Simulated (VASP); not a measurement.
Output of a VASP run:

File OSZICAR:
```
...
DAV:   8    -0.154301622268E+03    0.47681E-01   -0.19075E+00  1072   0.709E+00    0.838E-01
DAV:   9    -0.154529115245E+03   -0.22749E+00   -0.23194E-01   944   0.338E+00    0.610E-01
DAV:  10    -0.154414891232E+03    0.11422E+00   -0.42329E-02  1072   0.146E+00    0.352E-01
DAV:  11    -0.154565625507E+03   -0.15073E+00   -0.32791E-01  1024   0.361E+00    0.150E-01
DAV:  12    -0.154557386481E+03    0.82390E-02   -0.16667E-02  1200   0.909E-01    0.164E-01
DAV:  13    -0.154575895815E+03   -0.18509E-01   -0.13688E-02  1016   0.675E-01    0.630E-02
DAV:  14    -0.154572597650E+03    0.32982E-02   -0.18177E-02  1016   0.104E+00    0.846E-02
DAV:  15    -0.154579865364E+03   -0.72677E-02   -0.58795E-03  1008   0.524E-01    0.238E-02
DAV:  16    -0.154579871600E+03   -0.62361E-05   -0.75090E-04  1152   0.194E-01    0.245E-02
DAV:  17    -0.154580231961E+03   -0.36036E-03   -0.28938E-04  1016   0.105E-01    0.165E-02
DAV:  18    -0.154580231537E+03    0.42410E-06   -0.84206E-06  1040   0.236E-02
   1 F= -.15458023E+03 E0= -.15458023E+03  d E =-.154580E+03
       N       E                     dE             d eps       ncg     rms          rms(c)
DAV:   1    -0.155516079777E+03   -0.93585E+00   -0.34956E+01  1160   0.936E+01    0.518E+00
DAV:   2    -0.154719249169E+03    0.79683E+00   -0.17141E+00  1088   0.194E+01    0.208E+00
DAV:   3    -0.154532565605E+03    0.18668E+00   -0.76941E-01  1120   0.119E+01    0.374E-01
DAV:   4    -0.154599887127E+03   -0.67322E-01   -0.11012E-01   944   0.226E+00    0.242E-01
DAV:   5    -0.154603303346E+03   -0.34162E-02   -0.89002E-03  1232   0.559E-01    0.167E-01
DAV:   6    -0.154603274908E+03    0.28438E-04   -0.13580E-03  1088   0.235E-01    0.925E-02
DAV:   7    -0.154603001275E+03    0.27363E-03   -0.17414E-03  1200   0.303E-01    0.452E-02
DAV:   8    -0.154603557683E+03   -0.55641E-03   -0.98355E-04   984   0.220E-01    0.216E-02
DAV:   9    -0.154603685229E+03   -0.12755E-03   -0.13791E-04  1184   0.757E-02    0.127E-02
DAV:  10    -0.154603632235E+03    0.52995E-04   -0.16673E-05  1032   0.391E-02    0.957E-03
DAV:  11    -0.154603679783E+03   -0.47548E-04   -0.76466E-05  1080   0.669E-02    0.414E-03
DAV:  12    -0.154603689958E+03   -0.10176E-04   -0.66823E-06   840   0.237E-02    0.315E-03
DAV:  13    -0.154603692399E+03   -0.24411E-05   -0.79048E-07   680   0.968E-03    0.231E-03
DAV:  14    -0.154603692502E+03   -0.10258E-06   -0.65412E-07   664   0.574E-03
   2 F= -.15460369E+03 E0= -.15460369E+03  d E =-.234610E-01
       N       E                     dE             d eps       ncg     rms          rms(c)
DAV:   1    -0.154685769793E+03   -0.82077E-01   -0.27477E+00  1152   0.243E+01    0.153E+00
DAV:   2    -0.154615693256E+03    0.70077E-01   -0.15320E-01  1080   0.596E+00    0.588E-01
DAV:   3    -0.154605318624E+03    0.10375E-01   -0.57697E-02  1112   0.330E+00    0.104E-01
DAV:   4    -0.154607806475E+03   -0.24879E-02   -0.60443E-03   928   0.559E-01    0.723E-02
DAV:   5    -0.154608095648E+03   -0.28917E-03   -0.81438E-04  1168   0.165E-01    0.468E-02
DAV:   6    -0.154608145958E+03   -0.50310E-04   -0.18901E-04   936   0.863E-02    0.251E-02
DAV:   7    -0.154608165746E+03   -0.19788E-04   -0.89617E-05  1176   0.714E-02    0.121E-02
DAV:   8    -0.154608165557E+03    0.18922E-06   -0.37497E-05  1000   0.502E-02    0.461E-03
DAV:   9    -0.154608177645E+03   -0.12087E-04   -0.85162E-06   864   0.251E-02    0.252E-03
DAV:  10    -0.154608178492E+03   -0.84699E-06   -0.53541E-07   712   0.899E-03
   3 F= -.15460818E+03 E0= -.15460818E+03  d E =-.279470E-01
```

**OUTCAR**
```
------------------------ aborting loop because EDIFF is reached ----------------------------------------
  FORCE on cell =-STRESS in cart. coord.  units (eV):
  Direction    XX          YY          ZZ          XY          YZ          ZX
  --------------------------------------------------------------------------------------
  Total       -0.0025448     -0.0025448     -0.0135718      0.0000000     -0.0000000      0.0000000
  in kB       -0.0318200     -0.0318201     -0.1697037      0.0000000     -0.0000000      0.0000000
  external PRESSURE =      -0.0777813 kB  Pullay stress =       0.0000000 kB
  volume of cell :      128.13
      direct lattice vectors                 reciprocal lattice vectors
     2.246545485  1.297043850  7.328841608     0.222563934  0.128497326  0.045482404
    -2.246545485  1.297043850  7.328841608    -0.222563934  0.128497326  0.045482404
     0.000000000 -2.594087700  7.328841608     0.000000000 -0.256994652  0.045482404
 POSITION                                       TOTAL-FORCE (eV/Angst)
 -----------------------------------------------------------------------------------
      0.00000      0.00000     10.99326         0.000000     -0.000000     -0.000000
      0.00000      0.00000     16.37320        -0.000000      0.000000     -0.006986
      0.00000      0.00000      5.61332         0.000000     -0.000000      0.006986
      0.00000      0.00000      0.00000        -0.000000     -0.000000     -0.000000
 -----------------------------------------------------------------------------------
    total drift:                                0.000000      0.000000     -0.000000
  FREE ENERGIE OF THE ION-ELECTRON SYSTEM (eV)
  ---------------------------------------------------
  free  energy   TOTEN  =      -154.6081784916 eV

  energy  without entropy=     -154.6081784916  energy(sigma->0) =     -154.60817849

 reached required accuracy - stopping structural energy minimisation
```
(Selected blocks of OUTCAR.)

**POSCAR**
```
TePb2Se
1
    2.2182163429     1.2806880047     7.2381967339
   -2.2182163429     1.2806880047     7.2381967339
    0.0000000000    -2.5613760094     7.2381967339
Te Pb Se
1 2 1
Direct
  0.5000000000   0.5000000000   0.5000000000
  0.7447380165   0.7447380165   0.7447380165
  0.2552619835   0.2552619835   0.2552619835
  0.0000000000   0.0000000000   0.0000000000
```

Q: Write an INCAR and KPOINTS that could have produced this output.

A: This is not unique; one that fits is the input of the run itself, r2SCAN meta-GGA, plane waves, VASP's PBE PAW potentials (set 64).

### KPOINTS
```
Automatic mesh
0
Gamma
5 5 5
0 0 0
```

### INCAR
```
! general
SYSTEM   =  TePb2Se
PREC     =  Accurate
ENCUT    =  400
LREAL    =  .False.   ! projection in real space or not
LASPH    =  .True.   ! aspherical one-centre terms

! electronic loop
EDIFF    =  1E-6
NELM     =  100   ! most electronic steps
ALGO     =  Normal
LMAXMIX  =  4
LMIXTAU  =  .True.

! smearing
ISMEAR   =  0   ! Gaussian
SIGMA    =  0.05   ! width (eV)

! functional
METAGGA  =  R2SCAN

! ions
IBRION   =  2
NSW      =  60
ISIF     =  3
EDIFFG   =  -0.02   ! ionic stop

! output
LWAVE    =  .False.
LCHARG   =  .False.
```

POTCAR, in this order: Te Pb_d Se (PBE.64 set). Program: vasp_std.

Energy and stress use the plane-wave basis of the starting cell.

The structure comes from a computed database's TePb2Se entry (R-3m); how it stands against other phases isn't given here. This run relaxes it. Symmetry was kept, so distortions that lower it aren't found. The start is the result of an earlier pass.
